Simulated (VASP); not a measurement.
# BiTe (R-3m) in VASP: notebook, part 2 of 2

VASP 6.6.1. Earlier steps stand in the parts before.

## 3. Single point, PBEsol

File INCAR:

```
SYSTEM = BiTe
  PREC = Accurate
  ENCUT = 520
  EDIFF = 1E-6
  ISMEAR = 0
  SIGMA = 0.15
  LREAL = .FALSE.
  LASPH = .TRUE.
  NELM = 100
  ALGO = Fast
  ISIF = 2
  LWAVE = .FALSE.
  LCHARG = .FALSE.
  GGA = PS
  NBANDS = 18
```

File KPOINTS:

```
regular mesh
0
G
  15 15 15
  0 0 0
```

File POSCAR:

```
BiTe
1.0
    2.4909886969      1.4381729947      3.1379227438
   -2.4909886969      1.4381729947      3.1379227438
    0.0000000000     -2.8763459894      3.1379227438
Bi Te
1 1
Direct
    0.5000000000      0.5000000000      0.5000000000
    0.0000000000      0.0000000000      0.0000000000
```

Potentials or basis: VASP PAW PBE potentials, release 64 (Bi_d, Te).

Started as:

```sh
$ cat potpaw_PBE.64/Bi_d/POTCAR potpaw_PBE.64/Te/POTCAR > POTCAR
$ mpirun -np 1 vasp_std > vasp.out
```

It took 94 s on 1 thread of Intel Xeon 6975P-C (Granite Rapids), shared host; peak memory 0.5 GiB.

It converged, with:

* Free energy: -7.9585 eV
* Pressure: -3.4 GPa
* Band gap on the k mesh: none (metal or under the smearing width)

Stress tensor (GPa, compression positive):
```
-4.16  0.00  0.00
 0.00 -4.16  0.00
 0.00  0.00 -1.84
```

Levels at points of the mesh, in eV from the Fermi level:
```csv
k point,band 6,band 7,band 8,band 9,band 10,band 11,band 12,band 13,band 14,band 15
"(0.00, 0.00, 0.00)",-13.34,-8.36,-2.89,-2.89,-1.23,1.92,2.82,2.82,3.89,3.89
```

Caveat: the PAW data sets were made with another functional, which shifts forces and pressure a little; spin-orbit coupling is left out, which moves the levels of the heavy elements.

## 4. Single point, PBEsol

File INCAR:

```
PREC = Accurate
ENCUT = 520
EDIFF = 1E-6
ISMEAR = 0
SIGMA = 0.15
LREAL = False
LASPH = True
NELM = 100
ALGO = Fast
ISIF = 2
LWAVE = False
LCHARG = False
GGA = PS
NBANDS = 18
```

File KPOINTS:

```
Automatic mesh
0
Gamma
  15 15 15
```

File POSCAR:

```
BiTe
1.0
    2.2798553017      1.3162750721      3.7460294970
   -2.2798553017      1.3162750721      3.7460294970
    0.0000000000     -2.6325501443      3.7460294970
Bi Te
1 1
Direct
    0.5000000000      0.5000000000      0.5000000000
    0.0000000000      0.0000000000      0.0000000000
```

Potentials or basis: VASP PAW PBE potentials, release 64 (Bi_d, Te).

Started as:

```sh
$ cat potpaw_PBE.64/Bi_d/POTCAR potpaw_PBE.64/Te/POTCAR > POTCAR
$ mpirun -np 1 vasp_std > vasp.out
```

OUTCAR:

```text
PREC = Accurate
   ENCUT = 520
   EDIFF = 1E-6
   ISMEAR = 0
   LREAL = False
   LASPH = True
   NELM = 100
   ISIF = 2
   GGA = PS

 ion  position               nearest neighbor table
   1  0.500  0.500  0.500-   2 3.23   2 3.23   2 3.23   2 3.23   2 3.23   2 3.23
   2  0.000  0.000  0.000-   1 3.23   1 3.23   1 3.23   1 3.23   1 3.23   1 3.23

  LATTYP: Found a trigonal (rhomboedric) cell.
 ALAT       =     4.5785431367
 COS(alpha) =     0.5041047560

  Lattice vectors:

[... 694 lines left out ...]
------------------------ aborting loop because EDIFF is reached ----------------------------------------

  FORCE on cell =-STRESS in cart. coord.  units (eV):
  Direction    XX          YY          ZZ          XY          YZ          ZX
  --------------------------------------------------------------------------------------
  -------------------------------------------------------------------------------------
  Total       -0.6571665     -0.6571665     -0.6639860      0.0000000      0.0000000      0.0000000
  in kB      -15.6102411    -15.6102411    -15.7722309      0.0000000      0.0000000      0.0000000
  external PRESSURE =     -15.6642377 kB  Pullay stress =       0.0000000 kB

 VOLUME and BASIS-vectors are now :
 -----------------------------------------------------------------------------
  energy-cutoff  :      520.00
  volume of cell :       67.45
      direct lattice vectors                 reciprocal lattice vectors
     2.279855302  1.316275072  3.746029497     0.219312164  0.126619937  0.088983104
    -2.279855302  1.316275072  3.746029497    -0.219312164  0.126619937  0.088983104
     0.000000000 -2.632550144  3.746029497     0.000000000 -0.253239874  0.088983104

 POSITION                                       TOTAL-FORCE (eV/Angst)
 -----------------------------------------------------------------------------------
      0.00000     -0.00000      5.61904        -0.000000     -0.000000     -0.000000
      0.00000      0.00000      0.00000         0.000000      0.000000      0.000000
 -----------------------------------------------------------------------------------
    total drift:                               -0.000000     -0.000000      0.000000

  FREE ENERGIE OF THE ION-ELECTRON SYSTEM (eV)
  ---------------------------------------------------
  free  energy   TOTEN  =        -7.9861334449 eV

  energy  without entropy=       -7.9720065039  energy(sigma->0) =       -7.97906997
```

OSZICAR:

```text
N       E                     dE             d eps       ncg     rms          rms(c)
DAV:   1     0.156693173499E+03    0.15669E+03   -0.99368E+03 12412   0.113E+03
DAV:   2     0.404228419228E+01   -0.15265E+03   -0.14869E+03 13252   0.305E+02
DAV:   3    -0.766951120641E+01   -0.11712E+02   -0.11593E+02 14980   0.880E+01
DAV:   4    -0.800128211854E+01   -0.33177E+00   -0.33126E+00 15672   0.158E+01
DAV:   5    -0.801300185390E+01   -0.11720E-01   -0.11719E-01 16108   0.274E+00    0.668E+00
RMM:   6    -0.798616139018E+01    0.26840E-01   -0.36792E-02 14673   0.139E+00    0.391E+00
RMM:   7    -0.798658183738E+01   -0.42045E-03   -0.12761E-02 14491   0.693E-01    0.672E-01
RMM:   8    -0.798604381495E+01    0.53802E-03   -0.22856E-03 16175   0.533E-01    0.380E-02
RMM:   9    -0.798612399326E+01   -0.80178E-04   -0.75385E-04 19525   0.213E-01    0.398E-02
RMM:  10    -0.798613326757E+01   -0.92743E-05   -0.98951E-05 20204   0.945E-02    0.305E-02
RMM:  11    -0.798613356317E+01   -0.29560E-06   -0.23828E-05 17873   0.448E-02    0.177E-02
RMM:  12    -0.798613344489E+01    0.11828E-06   -0.42362E-06 11664   0.162E-02
   1 F= -.79861334E+01 E0= -.79790700E+01  d E =-.141269E-01
```

Run time: 2.4 min. Hardware: 1 thread of Intel Xeon 6975P-C (Granite Rapids), shared host; peak memory 0.53 GiB.

What came out:

| Property | Result |
| --- | --- |
| Free energy | -7.9861 eV |
| Pressure | -1.6 GPa |
| Band gap on the k mesh | none (metal or under the smearing width) |

Levels at points of the mesh, in eV from the Fermi level:
| k point | band 8 | band 9 | band 10 | band 11 | band 12 | band 13 |
| --- | --- | --- | --- | --- | --- | --- |
| (0.00, 0.00, 0.00) | -2.57 | -2.51 | -2.51 | 2.16 | 2.16 | 2.18 |

Caveat: the PAW data sets were made with another functional, which shifts forces and pressure a little; spin-orbit coupling is left out, which moves the levels of the heavy elements.

## 5. Single point, PBEsol

File INCAR:

```
PREC = Accurate
ENCUT = 520
EDIFF = 1E-7
ISMEAR = 0
SIGMA = 0.15
LREAL = F
LASPH = T
NELM = 100
ALGO = Fast
ISIF = 2
LWAVE = F
LCHARG = F
GGA = PS
NBANDS = 18
```

File KPOINTS:

```
regular mesh
0
Gamma
  15 15 15
```

File POSCAR:

```
BiTe
1.0
    2.3469480198      1.3550110710      3.5349137267
   -2.3469480198      1.3550110710      3.5349137267
    0.0000000000     -2.7100221420      3.5349137267
Bi Te
1 1
Direct
    0.5000000000      0.5000000000      0.5000000000
    0.0000000000      0.0000000000      0.0000000000
```

Started as:

```sh
$ cat potpaw_PBE.64/Bi_d/POTCAR potpaw_PBE.64/Te/POTCAR > POTCAR
$ mpirun -np 1 vasp_std > vasp.out
```

Run time: 2.7 min. Hardware: 1 thread of Intel Xeon 6975P-C (Granite Rapids), shared host; peak memory 0.53 GiB.

Results (log left out):

```yaml
Free_energy: -7.9860 eV
Pressure: -1.8 GPa
Band_gap_on_the_k_mesh: none (metal or under the smearing width)
```

Stress tensor (GPa, compression positive):
```
-1.73  0.00  0.00
 0.00 -1.73  0.00
 0.00  0.00 -1.81
```

Levels at points of the mesh, in eV from the Fermi level:
```
           k point  band 6  band 7  band 8  band 9  band 10  band 11  band 12  band 13  band 14  band 15
(0.00, 0.00, 0.00)  -13.54   -8.16   -2.74   -2.74    -2.06     2.00     2.29     2.29     4.34     4.34
```

Caveat: the PAW data sets were made with another functional, which shifts forces and pressure a little; spin-orbit coupling is left out, which moves the levels of the heavy elements.
